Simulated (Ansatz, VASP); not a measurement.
# C (Diamond) in two plane-wave programs, part 2 of 2

Aim: how closely do two programs agree when they are given the same cell, functional and k mesh? The cell is taken from a series of runs on this material, whose earlier steps may have relaxed, scaled, displaced or heated it; both programs get it as it stands.

VASP 6.6.1 and Ansatz 0.2.0.

So far: Set-up; Ansatz: zone-centre phonons, PBE.

## 3. VASP: zone-centre phonons, PBE

Level of this step: PBE; plane waves and PAW (C) (VASP).

The same cell, functional and mesh now go to VASP, with its own data sets.

Lines of VASP's logs that name or quote its potential files are left out, and so is its time.

INCAR

```
SYSTEM = C
PREC = Accurate
ENCUT = 600
EDIFF = 1E-08
NELM = 120
ISMEAR = 0
SIGMA = 0.01
LREAL = .FALSE.
ALGO = Normal
GGA = PE
NBANDS = 10
LORBIT = 11
LWAVE = .FALSE.
LCHARG = .FALSE.
ISIF = 2
IBRION = 8
LEPSILON = .TRUE.
LASPH = .TRUE.
GGA_COMPAT = .FALSE.
EFERMI = MIDGAP
```

POSCAR

```
C
1.0
    0.0000000000      1.7833700000      1.7833700000
    1.7833700000      0.0000000000      1.7833700000
    1.7833700000      1.7833700000      0.0000000000
C
2
Direct
    0.0000000000      0.0000000000      0.0000000000
    0.2500000000      0.2500000000      0.2500000000
```

KPOINTS

```
Automatic mesh
0
Gamma
10 10 10
0 0 0
```

The projector-augmented-wave data sets are C (PBE family, release 64).

On the command line:

```sh
> mpirun -np 1 vasp_std
```

Numbers of over 12 decimals in the logs are rounded to 6 here.

Output:

```text
[banner, memory and clock lines left out]
running    1 mpi-ranks, on    1 nodes
 distrk:  each k-point on    1 cores,    1 groups
 distr:  one band on    1 cores,    1 groups

 POSCAR found type information on POSCAR C
 POSCAR found :  1 types and       2 ions
 LDA part: xc-table for (Slater+PW92), standard interpolation
 POSCAR, INCAR and KPOINTS ok, starting setup
 FFT: planning ... GRIDC
 FFT: planning ... GRID_SOFT
 FFT: planning ... GRID
 WAVECAR not read
 entering main loop
       N       E                     dE             d eps       ncg     rms          rms(c)
DAV:   1     0.397606464569E+01    0.39761E+01   -0.53644E+03   950   0.885E+02
DAV:   2    -0.183801245727E+02   -0.22356E+02   -0.21462E+02  1306   0.136E+02
DAV:   3    -0.188266062993E+02   -0.44648E+00   -0.44540E+00  1106   0.162E+01
DAV:   4    -0.188276167869E+02   -0.10105E-02   -0.10104E-02  1040   0.879E-01
DAV:   5    -0.188276179792E+02   -0.11923E-05   -0.11923E-05  1050   0.303E-02    0.553E+00
DAV:   6    -0.183491968920E+02    0.47842E+00   -0.26670E-01   968   0.387E+00    0.330E+00
DAV:   7    -0.181881804546E+02    0.16102E+00   -0.32213E-01  1016   0.432E+00    0.751E-01
DAV:   8    -0.181899191580E+02   -0.17387E-02   -0.77969E-03   982   0.714E-01    0.435E-02
DAV:   9    -0.181899530783E+02   -0.33920E-04   -0.66252E-05  1138   0.696E-02    0.237E-02
DAV:  10    -0.181899729209E+02   -0.19843E-04   -0.15777E-05   982   0.383E-02    0.494E-03
DAV:  11    -0.181899729631E+02   -0.42181E-07   -0.20494E-07  1204   0.445E-03    0.646E-04
DAV:  12    -0.181899729216E+02    0.41490E-07   -0.19327E-08  1024   0.150E-03    0.198E-04
DAV:  13    -0.181899729167E+02    0.49832E-08   -0.51431E-10   546   0.207E-04
   1 F= -.18189973E+02 E0= -.18189973E+02  d E =0.000000E+00
 Linear response reoptimize wavefunctions to high precision
DAV:   1    -0.181899729189E+02   -0.22828E-08   -0.30792E-11   618   0.615E-05
DAV:   2    -0.181899729189E+02    0.14609E-10   -0.11644E-12   494   0.113E-05
 Linear response G [H, r] |phi>, progress :
  Direction:   1
       N       E                     dE             d eps       ncg     rms
RMM:   1    -0.326966246489E+02   -0.32697E+02    0.76645E-01  2188   0.446E+01
RMM:   2    -0.324982020119E+02    0.19842E+00   -0.11085E+00  1486   0.905E+00
RMM:   3    -0.325050137242E+02   -0.68117E-02   -0.42153E-03  1555   0.536E-01
RMM:   4    -0.325050539824E+02   -0.40258E-04   -0.26605E-05  1640   0.425E-02
RMM:   5    -0.325050550681E+02   -0.10857E-05    0.14114E-07  1625   0.407E-03
RMM:   6    -0.325050551289E+02   -0.60809E-07   -0.41237E-09  1505   0.435E-04
RMM:   7    -0.325050551307E+02   -0.17842E-08   -0.87854E-08  1239   0.699E-05
 Linear response G [H, r] |phi>, progress :
  Direction:   2
       N       E                     dE             d eps       ncg     rms
RMM:   1    -0.366494634643E+02   -0.36649E+02   -0.59224E+01  2199   0.427E+01
RMM:   2    -0.330837955153E+02    0.35657E+01   -0.78469E-01  1487   0.769E+00
RMM:   3    -0.330843493573E+02   -0.55384E-03   -0.37143E-03  1559   0.447E-01
RMM:   4    -0.330843125395E+02    0.36818E-04   -0.23427E-05  1637   0.369E-02
RMM:   5    -0.330843128208E+02   -0.28128E-06    0.23069E-07  1633   0.327E-03
RMM:   6    -0.330843128640E+02   -0.43265E-07    0.91200E-08  1510   0.344E-04
RMM:   7    -0.330843128669E+02   -0.28325E-08    0.24981E-07  1241   0.532E-05
RMM:   8    -0.330843128653E+02    0.16032E-08    0.74399E-08  1184   0.341E-05
 Linear response G [H, r] |phi>, progress :
  Direction:   3
       N       E                     dE             d eps       ncg     rms
RMM:   1    -0.190382755732E+02   -0.19038E+02    0.82740E+01  2071   0.413E+01
RMM:   2    -0.224207034323E+02   -0.33824E+01   -0.86739E-01  1463   0.765E+00
RMM:   3    -0.224254278948E+02   -0.47245E-02   -0.53125E-03  1578   0.473E-01
RMM:   4    -0.224254030488E+02    0.24846E-04   -0.59888E-05  1612   0.388E-02
RMM:   5    -0.224254023552E+02    0.69361E-06   -0.98118E-07  1579   0.393E-03
RMM:   6    -0.224254023361E+02    0.19078E-07    0.37886E-08  1407   0.430E-04
RMM:   7    -0.224254023201E+02    0.15995E-07    0.54505E-07  1103   0.719E-05
RMM:   8    -0.224254023192E+02    0.88259E-09    0.13143E-06  1025   0.366E-05
RMM:   9    -0.224254023185E+02    0.67855E-09   -0.10886E-07   910   0.340E-05
RMM:  10    -0.224254023186E+02   -0.51219E-10   -0.46406E-07   707   0.340E-05
RMM:  11    -0.224254023187E+02   -0.10876E-09   -0.11383E-06   543   0.341E-05
 Linear response to external field (no local field effect), progress :
  Direction:   1
       N       E                     dE             d eps       ncg     rms          rms(c)
RMM:   1    -0.182924945371E+00   -0.18292E+00   -0.67763E-01  2049   0.228E+00
RMM:   2    -0.187200313459E+00   -0.42754E-02   -0.10801E-03  1504   0.271E-01
RMM:   3    -0.187204703628E+00   -0.43902E-05   -0.33662E-06  1513   0.113E-02
RMM:   4    -0.187204724710E+00   -0.21082E-07   -0.14103E-08  1470   0.751E-04
RMM:   5    -0.187204724791E+00   -0.80924E-10   -0.12134E-10  1078   0.487E-05
 change of polarisation eV/A/(eV/A) component  1 :     0.374     0.169     0.048
 dielectric tensor                  component  1 :     6.973     2.696     0.766
 Linear response to external field (no local field effect), progress :
  Direction:   2
       N       E                     dE             d eps       ncg     rms          rms(c)
RMM:   1    -0.181278139469E+00   -0.18128E+00   -0.65914E-01  2050   0.231E+00
RMM:   2    -0.185518907501E+00   -0.42408E-02   -0.10663E-03  1506   0.274E-01
RMM:   3    -0.185523271553E+00   -0.43641E-05   -0.35287E-06  1517   0.113E-02
RMM:   4    -0.185523294552E+00   -0.22998E-07   -0.14710E-08  1485   0.800E-04
RMM:   5    -0.185523294662E+00   -0.10984E-09   -0.99966E-11  1089   0.500E-05
 change of polarisation eV/A/(eV/A) component  2 :     0.169     0.371    -0.062
 dielectric tensor                  component  2 :     2.696     6.919    -0.986
 Linear response to external field (no local field effect), progress :
  Direction:   3
       N       E                     dE             d eps       ncg     rms          rms(c)
RMM:   1    -0.919175119692E-01   -0.91918E-01   -0.33342E-01  2005   0.170E+00
RMM:   2    -0.941961014970E-01   -0.22786E-02   -0.52511E-04  1477   0.190E-01
RMM:   3    -0.941982278036E-01   -0.21263E-05   -0.16178E-06  1510   0.845E-03
RMM:   4    -0.941982369250E-01   -0.91214E-08   -0.61446E-09  1471   0.590E-04
 change of polarisation eV/A/(eV/A) component  3 :     0.048    -0.062     0.188
 dielectric tensor                  component  3 :     0.766    -0.986     4.005
 Linear response to external field, progress :
  Direction:   1
       N       E                     dE             d eps       ncg     rms          rms(c)
RMM:   1    -0.152058545646E+00   -0.15206E+00   -0.55691E-01  4420   0.210E+00
RMM:   2    -0.155638492682E+00   -0.35799E-02   -0.88759E-04  3227   0.245E-01    0.710E-01
RMM:   3    -0.155115262765E+00    0.52323E-03   -0.65407E-04  3226   0.202E-01    0.423E-01
RMM:   4    -0.163189812546E+00   -0.80745E-02   -0.10064E-03  3210   0.260E-01    0.388E-02
RMM:   5    -0.163948320498E+00   -0.75851E-03   -0.16926E-05  3242   0.327E-02    0.360E-03
RMM:   6    -0.163975587284E+00   -0.27267E-04   -0.12564E-07  3391   0.335E-03    0.197E-03
RMM:   7    -0.163993688219E+00   -0.18101E-04   -0.11279E-07  3290   0.332E-03    0.129E-04
RMM:   8    -0.163994038219E+00   -0.35000E-06   -0.15980E-10  3020   0.115E-04    0.394E-05
RMM:   9    -0.163994076123E+00   -0.37904E-07   -0.56977E-11  2622   0.746E-05    0.175E-06
 change of polarisation eV/A/(eV/A) component  1 :     0.305     0.107     0.032
 dielectric tensor                  component  1 :     5.858     1.699     0.504
 Linear response to external field, progress :
  Direction:   2
       N       E                     dE             d eps       ncg     rms          rms(c)
RMM:   1    -0.152033135287E+00   -0.15203E+00   -0.55666E-01  4430   0.210E+00
RMM:   2    -0.155638407319E+00   -0.36053E-02   -0.89314E-04  3226   0.245E-01    0.710E-01
RMM:   3    -0.155116403219E+00    0.52200E-03   -0.65617E-04  3226   0.202E-01    0.423E-01
RMM:   4    -0.163189774121E+00   -0.80734E-02   -0.10082E-03  3214   0.260E-01    0.388E-02
RMM:   5    -0.163948093255E+00   -0.75832E-03   -0.16941E-05  3244   0.327E-02    0.360E-03
RMM:   6    -0.163975618042E+00   -0.27525E-04   -0.12625E-07  3390   0.335E-03    0.197E-03
RMM:   7    -0.163993696423E+00   -0.18078E-04   -0.11269E-07  3297   0.332E-03    0.130E-04
RMM:   8    -0.163994038515E+00   -0.34209E-06   -0.15410E-10  3013   0.115E-04    0.395E-05
RMM:   9    -0.163994079201E+00   -0.40686E-07   -0.44639E-11  2630   0.746E-05    0.177E-06
 change of polarisation eV/A/(eV/A) component  2 :     0.089     0.305    -0.010
 dielectric tensor                  component  2 :     1.421     5.858    -0.166
 Linear response to external field, progress :
  Direction:   3
       N       E                     dE             d eps       ncg     rms          rms(c)
RMM:   1    -0.152028917914E+00   -0.15203E+00   -0.55662E-01  4429   0.210E+00
RMM:   2    -0.155638449315E+00   -0.36095E-02   -0.89102E-04  3226   0.245E-01    0.710E-01
RMM:   3    -0.155116483761E+00    0.52197E-03   -0.65567E-04  3228   0.202E-01    0.423E-01
RMM:   4    -0.163189934641E+00   -0.80735E-02   -0.10080E-03  3213   0.260E-01    0.388E-02
RMM:   5    -0.163948066679E+00   -0.75813E-03   -0.16953E-05  3242   0.327E-02    0.360E-03
RMM:   6    -0.163975619206E+00   -0.27553E-04   -0.12579E-07  3392   0.335E-03    0.197E-03
RMM:   7    -0.163993691815E+00   -0.18073E-04   -0.11271E-07  3295   0.332E-03    0.130E-04
RMM:   8    -0.163994039881E+00   -0.34807E-06   -0.15289E-10  3009   0.115E-04    0.395E-05
RMM:   9    -0.163994078547E+00   -0.38666E-07   -0.37893E-11  2624   0.746E-05    0.176E-06
 change of polarisation eV/A/(eV/A) component  3 :     0.011     0.063     0.305
 dielectric tensor                  component  3 :     0.174     1.011     5.858
 Linear response DOF=           1
 Linear response progress:
  Degree of freedom:   1/  1
       N       E                     dE             d eps       ncg     rms          rms(c)
RMM:   1    -0.120244619937E+00   -0.12024E+00   -0.16925E-02  8118   0.205E+00
RMM:   2    -0.111190169643E+00    0.90545E-02   -0.39036E-03  5209   0.392E-01    0.176E-01
RMM:   3    -0.111270370069E+00   -0.80200E-04   -0.39156E-04  5150   0.101E-01    0.979E-02
RMM:   4    -0.112039380880E+00   -0.76901E-03   -0.37950E-04  5083   0.106E-01    0.137E-02
RMM:   5    -0.111966738914E+00    0.72642E-04   -0.38014E-05  5535   0.153E-02    0.103E-03
RMM:   6    -0.111961542514E+00    0.51964E-05   -0.43499E-06  5565   0.989E-04    0.537E-04
RMM:   7    -0.111957499421E+00    0.40431E-05   -0.12189E-06  5633   0.562E-04    0.713E-05
RMM:   8    -0.111957395766E+00    0.10365E-06   -0.97143E-09  5785   0.812E-05    0.150E-05
RMM:   9    -0.111957208654E+00    0.18711E-06    0.30389E-08  5872   0.224E-05    0.369E-06
RMM:  10    -0.111957219221E+00   -0.10567E-07    0.49523E-09  5260   0.597E-06    0.291E-07
RMM:  11    -0.111957219725E+00   -0.50403E-09    0.47830E-09  3966   0.168E-06    0.817E-08
 first order change of Fermi-energy  -0.51156E+01
 force on displaced ion       1 direction 1 : -37.259  -0.000  -0.000
 Born effective charge ion    1 direction 1 :  -0.001   0.000   0.000
 Born effective charges drift removed
 Linear response finished
```

Parts of OUTCAR (step 3):

```text
ion  position               nearest neighbor table
   1  0.000  0.000  0.000-   2 1.54   2 1.54   2 1.54   2 1.54
   2  0.250  0.250  0.250-   1 1.54   1 1.54   1 1.54   1 1.54

  LATTYP: Found a face centered cubic cell.
 ALAT       =     3.5667400000

 Subroutine GETGRP returns: Found 48 space group operations
 (whereof 24 operations were pure point group operations)

The static configuration has the point symmetry T_d .
 The point group associated with its full space group is O_h .

 Found     47 irreducible k-points:

   k-points           NKPTS =     47   k-points in BZ     NKDIM =     47   number of bands    NBANDS=     10

   dimension x,y,z NGX =    20 NGY =   20 NGZ =   20
   dimension x,y,z NGXF=    40 NGYF=   40 NGZF=   40

   ENCUT  =  600.0 eV  44.10 Ry    6.64 a.u.   5.04  5.04  5.04*2*pi/ulx,y,z

   NELECT =       8.0000    total number of electrons

 k-points in reciprocal lattice and weights: Automatic mesh
   0.00000000  0.00000000  0.00000000       0.001
   0.10000000  0.00000000  0.00000000       0.008
   0.20000000  0.00000000  0.00000000       0.008
   0.30000000  0.00000000  0.00000000       0.008
   0.40000000  0.00000000  0.00000000       0.008
   0.50000000  0.00000000  0.00000000       0.004
   0.10000000  0.10000000  0.00000000       0.006
   0.20000000  0.10000000  0.00000000       0.024
   0.30000000  0.10000000  0.00000000       0.024
[...]
-0.30000000  0.40000000  0.20000000       0.024
  -0.30000000  0.50000000  0.20000000       0.012

 average (electrostatic) potential at core
       1 -45.3867       2 -45.3867

  Total        0.1260783      0.1260783      0.1260783     -0.0000000      0.0000000     -0.0000000
  in kB       17.8072432     17.8072432     17.8072432     -0.0000000      0.0000000     -0.0000000
  external PRESSURE =      17.8072432 kB  Pullay stress =       0.0000000 kB

  energy-cutoff  :      600.00
  volume of cell :       11.34
      direct lattice vectors                 reciprocal lattice vectors
     0.000000000  1.783370000  1.783370000    -0.280368067  0.280368067  0.280368067
     1.783370000  0.000000000  1.783370000     0.280368067 -0.280368067  0.280368067
     1.783370000  1.783370000  0.000000000     0.280368067  0.280368067 -0.280368067

 POSITION                                       TOTAL-FORCE (eV/Angst)
 -----------------------------------------------------------------------------------
      0.00000      0.00000      0.00000         0.000000      0.000000      0.000000
      0.89168      0.89168      0.89168        -0.000000     -0.000000     -0.000000
 -----------------------------------------------------------------------------------
    total drift:                                0.000000      0.000000      0.000000

 MACROSCOPIC STATIC DIELECTRIC TENSOR (including local field effects in DFT)
 ------------------------------------------------------
           5.858441    -0.000000     0.000000
           0.000000     5.858441    -0.000000
          -0.000000     0.000000     5.858441
 ------------------------------------------------------

 PIEZOELECTRIC TENSOR (including local field effects)  for field in x, y, z        (C/m^2)
          XX          YY          ZZ          XY          YZ          ZX
  --------------------------------------------------------------------------------
  x     0.00000    -0.00000    -0.00000     0.00000    -0.00000    -0.00000
  y    -0.00000     0.00000    -0.00000    -0.00000     0.00000     0.00000
  z     0.00000     0.00000     0.00000    -0.00000    -0.00000     0.00000

 BORN EFFECTIVE CHARGES (including local field effects) (in |e|, cummulative output)
 ---------------------------------------------------------------------------------
 ion    1
    1     0.00000    -0.00000    -0.00000
    2    -0.00000     0.00000    -0.00000
    3     0.00000     0.00000     0.00000
 ion    2
    1    -0.00000     0.00000     0.00000
    2     0.00000    -0.00000     0.00000
    3    -0.00000    -0.00000    -0.00000

 Eigenvectors and eigenvalues of the dynamical matrix
 ----------------------------------------------------

   1 f  =   38.939838 THz   244.666219 2PiTHz 1298.893190 cm-1   161.042158 meV
             X         Y         Z           dx          dy          dz
      0.000000  0.000000  0.000000     0.000000   -0.707107    0.000000
      0.891685  0.891685  0.891685     0.000000    0.707107    0.000000

   2 f  =   38.939838 THz   244.666219 2PiTHz 1298.893190 cm-1   161.042158 meV
             X         Y         Z           dx          dy          dz
      0.000000  0.000000  0.000000    -0.707107    0.000000    0.000000
      0.891685  0.891685  0.891685     0.707107    0.000000    0.000000

   3 f  =   38.939838 THz   244.666219 2PiTHz 1298.893190 cm-1   161.042158 meV
             X         Y         Z           dx          dy          dz
      0.000000  0.000000  0.000000     0.000000    0.000000   -0.707107
      0.891685  0.891685  0.891685     0.000000    0.000000    0.707107

   4 f  =    0.000000 THz     0.000000 2PiTHz    0.000000 cm-1     0.000000 meV
             X         Y         Z           dx          dy          dz
      0.000000  0.000000  0.000000     0.707107    0.000000    0.000000
      0.891685  0.891685  0.891685     0.707107    0.000000    0.000000

   5 f  =    0.000000 THz     0.000000 2PiTHz    0.000000 cm-1     0.000000 meV
             X         Y         Z           dx          dy          dz
      0.000000  0.000000  0.000000     0.000000    0.707107    0.000000
      0.891685  0.891685  0.891685     0.000000    0.707107    0.000000

   6 f  =    0.000000 THz     0.000000 2PiTHz    0.000000 cm-1     0.000000 meV
             X         Y         Z           dx          dy          dz
      0.000000  0.000000  0.000000     0.000000    0.000000    0.707107
      0.891685  0.891685  0.891685     0.000000    0.000000    0.707107

 MACROSCOPIC STATIC DIELECTRIC TENSOR IONIC CONTRIBUTION
 ------------------------------------------------------
           0.000000    -0.000000    -0.000000
          -0.000000     0.000000    -0.000000
          -0.000000    -0.000000     0.000000
 ------------------------------------------------------

 ELASTIC MODULI CONTR FROM IONIC RELAXATION (kBar)
 Direction    XX          YY          ZZ          XY          YZ          ZX
 --------------------------------------------------------------------------------
 XX           0.0000      0.0000      0.0000      0.0000      0.0000      0.0000
 YY           0.0000      0.0000      0.0000      0.0000      0.0000      0.0000
 ZZ           0.0000      0.0000      0.0000      0.0000      0.0000      0.0000
 XY           0.0000      0.0000      0.0000    -33.7372      0.0000      0.0000
 YZ           0.0000      0.0000      0.0000      0.0000    -33.7372      0.0000
 ZX           0.0000      0.0000      0.0000      0.0000      0.0000    -33.7372
 --------------------------------------------------------------------------------

 PIEZOELECTRIC TENSOR IONIC CONTR  for field in x, y, z        (C/m^2)
          XX          YY          ZZ          XY          YZ          ZX
  --------------------------------------------------------------------------------
  x     0.00000     0.00000     0.00000    -0.00000     0.00000    -0.00000
  y     0.00000     0.00000     0.00000    -0.00000    -0.00000     0.00000
  z     0.00000     0.00000     0.00000     0.00000     0.00000     0.00000
```

## 4. Comparison

Known differences besides the potentials themselves: fixed occupations in Ansatz, narrow Gaussian smearing in VASP; VASP's response is taken on the typed mesh, Ansatz refines its own for the field response alone; the cutoff is 420 eV in Ansatz and 600 eV in VASP. Total energies have different zeros and are not compared.

The two programs side by side:

```
                                    quantity  Ansatz    VASP  difference
                                       ε∞ xx    5.84    5.86     -0.25 %
                                       ε∞ yy    5.84    5.86     -0.25 %
                                       ε∞ zz    5.84    5.86     -0.25 %
Born charge of C1 (mean of the diagonal) (e)    0.00    0.00        0.00
                  optical mode 1 to 3 (cm⁻¹)  1295.2  1298.9     -0.28 %
```

Modes are paired by rising frequency, not by their patterns, so a pair may set unlike modes beside each other; they are those without the splitting of longitudinal modes.

## 5. Outcome

* r.m.s. difference of the optical zone-centre modes, each program's sorted by frequency (zone-centre phonons, PBE): 3.7 cm⁻¹

In words: The r.m.s. difference of the optical zone-centre modes, each program's sorted by frequency is 3.7 cm⁻¹ (zone-centre phonons, PBE). How closely two codes agree says nothing of how well the functional describes the real material.

[Lines on the potential files, build, host, timing and source positions are cut from VASP's logs without a mark.]

[Logs are printed without paths, hosts, clocks, repeated set-up lines and the standing remarks that a program may print on its own settings, such as how far it seeks lower states.]

[Hosts, paths, dates, database ids (printed as entryN), source tags and the programs' standing remarks are cut or masked in the printed files.]
